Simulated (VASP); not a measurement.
Input:

```
CdS
1.0
    2.00920    -3.48004     0.00000
    2.00920     3.48004     0.00000
    0.00000     0.00000     6.53150
Cd S
2 2
Cartesian
  2.00920  -1.16002   3.26618
  2.00920   1.16002   0.00043
  2.00920  -1.16002   5.72770
  2.00920   1.16002   2.46195
```

Computed with PBE GGA, VASP's PBE PAW potentials (set 64) (plane waves; VASP). Settings: 500 eV cut-off, 6×6×4 Γ-centred mesh, Gaussian smearing of 0.050 eV, potentials Cd S.

Q: Estimate the energy per atom (σ→0), pressure, band gap (on the k-mesh) with the smallest direct gap where there is one.

A: 
```yaml
band gap (on the k-mesh): 1.42 eV
smallest direct gap (on the k-mesh): 1.42 eV
energy per atom (σ→0): -2.982 eV/atom
pressure: 9.96 GPa
```

The absolute energy has meaning only against runs of the same code, potentials and settings.

The compound is CdS in the wurtzite structure. It was relaxed first under an external pressure of 10 GPa.
